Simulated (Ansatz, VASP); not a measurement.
# MnO (Manganosite) in two plane-wave programs, part 2 of 2

One calculation is typed for both programs; each brings its own data sets and cutoff. How far apart do they land? The cell is taken from a series of VASP runs on this material, whose earlier steps may have relaxed, scaled or displaced it; both programs get it as it stands.

VASP 6.6.1 and Ansatz 0.2.0.

So far: The structure; Ansatz: relaxation of cell and atoms, r2SCAN, DFT+U.

## 3. VASP: relaxation of cell and atoms, r2SCAN, DFT+U

Level of this step: r2SCAN, DFT+U (Mn d 3.9 eV), spin-polarised from a ferromagnetic start (one magnetic atom a cell); plane waves and PAW (Mn_pv, O) (VASP).

The same cell, functional, mesh and smearing now go to VASP, with its own data sets and cutoff.

Lines of VASP's logs that name or quote its potential files are left out, and so is its time.

INCAR reads:

```
SYSTEM = MnO
PREC = Accurate
ENCUT = 520
EDIFF = 1E-07
NELM = 100
ISMEAR = 0
SIGMA = 0.03
LREAL = .FALSE.
ALGO = Normal
METAGGA = R2SCAN
LASPH = .TRUE.
NBANDS = 19
ISPIN = 2
MAGMOM = 4 0
LDAU = .TRUE.
LDAUTYPE = 2
LDAUL = 2 -1
LDAUU = 3.9 0
LDAUJ = 0 0
LDAUPRINT = 1
LMAXMIX = 4
LORBIT = 11
LWAVE = .FALSE.
LCHARG = .FALSE.
KPAR = 4
IBRION = 2
NSW = 50
ISIF = 3
EDIFFG = -0.002
```

POSCAR reads:

```
MnO
1.0
    0.0000000000      2.2381439467      2.2381439467
    2.2381439467      0.0000000000      2.2381439467
    2.2381439467      2.2381439467      0.0000000000
Mn O
1 1
Direct
    0.0000000000      0.0000000000      0.0000000000
    0.5000000000      0.5000000000      0.5000000000
```

KPOINTS reads:

```
Automatic mesh
0
Gamma
12 12 12
0 0 0
```

The projector-augmented-wave data sets are Mn_pv and O (PBE family, release 64).

Launch:

```bash
$ mpirun -np 4 vasp_std
```

Numbers of over 12 decimals in the logs are rounded to 6 here.

The log of the run:

```text
[banner, memory and clock lines left out]
running    4 mpi-ranks, on    1 nodes
 distrk:  each k-point on    1 cores,    4 groups
 distr:  one band on    1 cores,    1 groups

 POSCAR found type information on POSCAR MnO
 POSCAR found :  2 types and       2 ions
|                                                                             |
|               ----> ADVICE to this user running VASP <----                  |
|                                                                             |
|     You enforced a specific xc type in the INCAR file but a different       |
|     [... a line on the potential file left out ...]
|     I HOPE YOU KNOW WHAT YOU ARE DOING!                                     |
|                                                                             |

 LDA part: xc-table for (None), standard interpolation
 POSCAR, INCAR and KPOINTS ok, starting setup
 FFT: planning ... GRIDC
 FFT: planning ... GRID_SOFT
 FFT: planning ... GRID
 WAVECAR not read
 entering main loop
       N       E                     dE             d eps       ncg     rms          rms(c)
DAV:   1     0.168548774375E+03    0.16855E+03   -0.10659E+04  5480   0.120E+03
DAV:   2    -0.191706130387E+02   -0.18772E+03   -0.17496E+03  5678   0.348E+02
DAV:   3    -0.280180069785E+02   -0.88474E+01   -0.87726E+01  6081   0.832E+01
DAV:   4    -0.280896498479E+02   -0.71643E-01   -0.71625E-01  6099   0.771E+00
DAV:   5    -0.280904101293E+02   -0.76028E-03   -0.76026E-03  6065   0.796E-01    0.140E+01
DAV:   6    -0.229839676179E+02    0.51064E+01   -0.11174E+01  6092   0.402E+01    0.161E+01
DAV:   7    -0.236038504452E+02   -0.61988E+00   -0.11090E+00  5901   0.111E+01    0.996E+00
DAV:   8    -0.236456648585E+02   -0.41814E-01   -0.15908E-01  5886   0.442E+00    0.550E+00
DAV:   9    -0.236825772987E+02   -0.36912E-01   -0.51488E-02  5855   0.351E+00    0.569E-01
DAV:  10    -0.236829075304E+02   -0.33023E-03   -0.21034E-02  6168   0.211E+00    0.287E-01
DAV:  11    -0.236836081587E+02   -0.70063E-03   -0.16613E-03  6026   0.396E-01    0.110E-01
DAV:  12    -0.236837598378E+02   -0.15168E-03   -0.28768E-04  6038   0.170E-01    0.371E-02
DAV:  13    -0.236837691536E+02   -0.93158E-05   -0.32362E-05  6126   0.633E-02    0.242E-02
DAV:  14    -0.236837680228E+02    0.11309E-05   -0.11736E-05  6107   0.298E-02    0.121E-02
DAV:  15    -0.236837729297E+02   -0.49069E-05   -0.32115E-06  5876   0.141E-02    0.269E-03
DAV:  16    -0.236837734639E+02   -0.53427E-06   -0.12031E-07  5055   0.344E-03    0.851E-04
DAV:  17    -0.236837731935E+02    0.27040E-06   -0.46201E-08  3436   0.189E-03    0.553E-04
DAV:  18    -0.236837721943E+02    0.99920E-06   -0.62546E-09  3201   0.681E-04    0.326E-04
DAV:  19    -0.236837722618E+02   -0.67461E-07   -0.28893E-09  3099   0.629E-04
   1 F= -.23683772E+02 E0= -.23683772E+02  d E =-.236838E+02  mag=     5.0000
 curvature:   0.00 expect dE= 0.000E+00 dE for cont linesearch  0.000E+00
 trial: gam= 0.00000 g(F)=  0.170E-62 g(S)=  0.159E-06 ort = 0.000E+00 (trialstep = 0.100E+01)
 search vector abs. value=  0.159E-06
 reached required accuracy - stopping structural energy minimisation
```

Parts of OUTCAR (step 3):

```text
ion  position               nearest neighbor table
   1  0.000  0.000  0.000-   2 2.24   2 2.24   2 2.24   2 2.24   2 2.24   2 2.24
   2  0.500  0.500  0.500-   1 2.24   1 2.24   1 2.24   1 2.24   1 2.24   1 2.24

  LATTYP: Found a face centered cubic cell.
 ALAT       =     4.4762878934

 Subroutine GETGRP returns: Found 48 space group operations
 (whereof 48 operations were pure point group operations)

The static configuration has the point symmetry O_h .

 Found     72 irreducible k-points:

   k-points           NKPTS =     72   k-points in BZ     NKDIM =     72   number of bands    NBANDS=     19

   dimension x,y,z NGX =    24 NGY =   24 NGZ =   24
   dimension x,y,z NGXF=    48 NGYF=   48 NGZF=   48

   ENCUT  =  520.0 eV  38.22 Ry    6.18 a.u.   5.89  5.89  5.89*2*pi/ulx,y,z

   NELECT =      19.0000    total number of electrons

 k-points in reciprocal lattice and weights: Automatic mesh
   0.00000000  0.00000000  0.00000000       0.001
   0.08333333  0.00000000  0.00000000       0.005
   0.16666667  0.00000000  0.00000000       0.005
   0.25000000  0.00000000  0.00000000       0.005
   0.33333333  0.00000000  0.00000000       0.005
   0.41666667  0.00000000  0.00000000       0.005
   0.50000000  0.00000000  0.00000000       0.002
   0.08333333  0.08333333  0.00000000       0.003
   0.16666667  0.08333333  0.00000000       0.014
[...]
-0.33333333  0.50000000  0.16666667       0.007
  -0.25000000  0.50000000  0.25000000       0.003

atom =   1  type =  1  l = 2

 onsite density matrix

spin component  1

  0.9451 -0.0000 -0.0000  0.0000 -0.0000
 -0.0000  0.9451  0.0000 -0.0000 -0.0000
 -0.0000  0.0000  0.9790 -0.0000 -0.0000
  0.0000 -0.0000 -0.0000  0.9451  0.0000
 -0.0000 -0.0000 -0.0000  0.0000  0.9790

spin component  2

  0.0156 -0.0000  0.0000  0.0000 -0.0000
 -0.0000  0.0156  0.0000 -0.0000  0.0000
  0.0000  0.0000  0.0630  0.0000  0.0000
  0.0000 -0.0000  0.0000  0.0156 -0.0000
 -0.0000  0.0000  0.0000 -0.0000  0.0630

 occupancies and eigenvectors

  o =  0.0156  v =  0.0000  0.0000  0.0000  0.0000  0.0000  0.9999  0.0123 -0.0000 -0.0048  0.0000      0.0000  0.0000  0.0000  0.0000  0.0000  0.0000  0.0000  0.0000  0.0000  0.0000
  o =  0.0156  v =  0.0000  0.0000  0.0000  0.0000  0.0000 -0.0123  0.9999 -0.0000 -0.0036 -0.0000      0.0000  0.0000  0.0000  0.0000  0.0000  0.0000  0.0000  0.0000  0.0000  0.0000
  o =  0.0156  v =  0.0000  0.0000  0.0000  0.0000  0.0000 -0.0047 -0.0037  0.0000 -1.0000 -0.0000      0.0000  0.0000  0.0000  0.0000  0.0000  0.0000  0.0000  0.0000  0.0000  0.0000
  o =  0.0630  v =  0.0000  0.0000  0.0000  0.0000  0.0000  0.0000  0.0000  1.0000  0.0000 -0.0003      0.0000  0.0000  0.0000  0.0000  0.0000  0.0000  0.0000  0.0000  0.0000  0.0000
  o =  0.0630  v =  0.0000  0.0000  0.0000  0.0000  0.0000 -0.0000  0.0000  0.0003  0.0000  1.0000      0.0000  0.0000  0.0000  0.0000  0.0000  0.0000  0.0000  0.0000  0.0000  0.0000
  o =  0.9451  v =  1.0000  0.0000  0.0000  0.0000  0.0000  0.0000  0.0000  0.0000  0.0000  0.0000      0.0000  0.0000  0.0000  0.0000  0.0000  0.0000  0.0000  0.0000  0.0000  0.0000
  o =  0.9451  v =  0.0000  0.0068 -0.0000 -1.0000 -0.0000  0.0000  0.0000  0.0000  0.0000  0.0000      0.0000  0.0000  0.0000  0.0000  0.0000  0.0000  0.0000  0.0000  0.0000  0.0000
  o =  0.9451  v =  0.0000  1.0000 -0.0000  0.0068  0.0000  0.0000  0.0000  0.0000  0.0000  0.0000      0.0000  0.0000  0.0000  0.0000  0.0000  0.0000  0.0000  0.0000  0.0000  0.0000
  o =  0.9790  v =  0.0000  0.0000 -0.0092  0.0000 -1.0000  0.0000  0.0000  0.0000  0.0000  0.0000      0.0000  0.0000  0.0000  0.0000  0.0000  0.0000  0.0000  0.0000  0.0000  0.0000
  o =  0.9790  v =  0.0000  0.0000  1.0000 -0.0000 -0.0092  0.0000  0.0000  0.0000  0.0000  0.0000      0.0000  0.0000  0.0000  0.0000  0.0000  0.0000  0.0000  0.0000  0.0000  0.0000

 average (electrostatic) potential at core
       1 -72.6302       2 -72.2372

 E-fermi :   6.3407

 spin component 1
 k-point     1 :       0.0000    0.0000    0.0000
  band No.  band energies     occupation
    ...
      8       2.2215      1.00000
      9       2.2215      1.00000
     10       3.5627      1.00000
     11       3.5627      1.00000
     12       3.5627      1.00000
     13       6.9766      0.00000
     14      21.7327      0.00000
     15      23.3086      0.00000
     16      23.3086      0.00000
     17      23.3087      0.00000
    ...

 k-point     2 :       0.0833    0.0000    0.0000
  band No.  band energies     occupation
    ...
      8       2.0486      1.00000
      9       2.0487      1.00000
     10       3.2946      1.00000
     11       3.9163      1.00000
     12       3.9163      1.00000
     13       7.4913      0.00000
     14      20.6165      0.00000
     15      23.1665      0.00000
     16      23.1666      0.00000
     17      23.9690      0.00000
    ...

 k-point     3 :       0.1667    0.0000    0.0000
  band No.  band energies     occupation
    ...
      8       2.1406      1.00000
      9       2.1406      1.00000
     10       3.0581      1.00000
     11       4.5567      1.00000
     12       4.5567      1.00000
     13       8.5659      0.00000
     14      18.9117      0.00000
     15      22.5395      0.00000
     16      22.5396      0.00000
     17      24.5111      0.00000
    ...

 k-point     4 :       0.2500    0.0000    0.0000
  band No.  band energies     occupation
    ...
      8       2.3091      1.00000
      9       2.3091      1.00000
     10       3.1142      1.00000
     11       5.1884      1.00000
     12       5.1884      1.00000
     13       9.6893      0.00000
     14      17.3342      0.00000
     15      21.4972      0.00000
     16      21.4974      0.00000
     17      24.8192      0.00000
    ...

 k-point     5 :       0.3333    0.0000    0.0000
  band No.  band energies     occupation
    ...
      8       2.4853      1.00000
      9       2.4853      1.00000
     10       3.2999      1.00000
     11       5.7094      1.00000
     12       5.7094      1.00000
     13      10.5698      0.00000
     14      16.1533      0.00000
     15      20.4971      0.00000
     16      20.4973      0.00000
     17      25.1247      0.00000
    ...

 k-point     6 :       0.4167    0.0000    0.0000
  band No.  band energies     occupation
    ...
      8       2.6181      1.00000
      9       2.6181      1.00000
     10       3.4862      1.00000
     11       6.0542      1.00000
     12       6.0542      1.00000
     13      11.0268      0.00000
     14      15.5315      0.00000
     15      19.8114      0.00000
     16      19.8116      0.00000
     17      25.4702      0.00000
    ...

  Total        0.0014824      0.0014824      0.0014824      0.0000000      0.0000000     -0.0000000
  in kB        0.1059214      0.1059214      0.1059214      0.0000000      0.0000000     -0.0000000
  external PRESSURE =       0.1059214 kB  Pullay stress =       0.0000000 kB

  energy-cutoff  :      520.00
  volume of cell :       22.42
      direct lattice vectors                 reciprocal lattice vectors
     0.000000000  2.238143947  2.238143947    -0.223399393  0.223399393  0.223399393
     2.238143947  0.000000000  2.238143947     0.223399393 -0.223399393  0.223399393
     2.238143947  2.238143947  0.000000000     0.223399393  0.223399393 -0.223399393

 POSITION                                       TOTAL-FORCE (eV/Angst)
 -----------------------------------------------------------------------------------
      0.00000      0.00000      0.00000         0.000000      0.000000      0.000000
      2.23814      2.23814      2.23814        -0.000000     -0.000000     -0.000000
 -----------------------------------------------------------------------------------
    total drift:                                0.000000     -0.000000     -0.000000

  FREE ENERGIE OF THE ION-ELECTRON SYSTEM (eV)
  ---------------------------------------------------
  free  energy   TOTEN  =       -23.6837722618 eV

  energy  without entropy=      -23.6837722618  energy(sigma->0) =      -23.68377226

 reached required accuracy - stopping structural energy minimisation

 total charge
# of ion       s       p       d       tot
------------------------------------------
    1        0.205   6.168   4.948  11.320
    2        1.556   3.482   0.000   5.038
--------------------------------------------------
tot          1.761   9.649   4.948  16.358

 magnetization (x)
# of ion       s       p       d       tot
------------------------------------------
    1        0.029   0.023   4.611   4.664
    2        0.024   0.122   0.000   0.146
--------------------------------------------------
tot          0.053   0.145   4.611   4.809

[... 6 further parts left out ...]
```

CONTCAR:

```
MnO
   1.00000000000000
     0.0000000000000000    2.2381439467000002    2.2381439467000002
     2.2381439467000002    0.0000000000000000    2.2381439467000002
     2.2381439467000002    2.2381439467000002    0.0000000000000000
  Mn              O
     1     1
Direct
     0.0000000000000000    0.0000000000000000    0.0000000000000000
     0.5000000000000000    0.5000000000000000    0.5000000000000000
```

The PAW data sets were made with PBE, which is usual practice but a small mismatch for other functionals.

## 4. Differences

Known differences besides the potentials themselves: U acts on the PAW sphere in VASP and on atomic orbitals in Ansatz, so only states and trends compare; VASP keeps PBE cores, Ansatz makes them for the functional; both relaxations stop at a tolerance, which leaves soft axes loose, and VASP keeps its plane-wave basis; the data sets hold 21 valence electrons in Ansatz (default PAW (the set named soft_2) files) and 19 in VASP; the cutoff is 500 eV in Ansatz and 520 eV in VASP; Ansatz adds a Pulay correction to the stress that steers its cell, VASP none; site moments are counted in spheres of each program's own size. Total energies have different zeros and are not compared.

Both answers:

```
                                         quantity  Ansatz   VASP  difference
                                      volume (Å³)   22.61  22.42     +0.83 %
edge a after relaxation, in the typed setting (Å)   3.174  3.165     +0.28 %
                                total moment (μB)    5.00   5.00        0.00
                               moment on Mn1 (μB)    4.36   4.66       -0.31
                                moment on O2 (μB)    0.16   0.15       +0.02
```

The walks stopped with 0.01 GPa left in Ansatz and 0.01 GPa in VASP; each walk ends within a tolerance, so the volume difference is uncertain by about these residues over the bulk modulus, most in soft cells.

## 5. What came out

| Quantity | Value |
| --- | --- |
| difference in volume (relaxation of cell and atoms, r2SCAN, DFT+U) | 0.83 % |

The difference in volume is 0.83 % (relaxation of cell and atoms, r2SCAN, DFT+U). How closely two codes agree says nothing of how well the functional describes the real material.

[Lines on the potential files, build, host, timing and source positions are cut from VASP's logs without a mark.]

[Logs are printed without paths, hosts, clocks, repeated set-up lines and the standing remarks that a program may print on its own settings, such as how far it seeks lower states.]

[Hosts, paths, dates, database ids (printed as entryN), source tags and the programs' standing remarks are cut or masked in the printed files.]
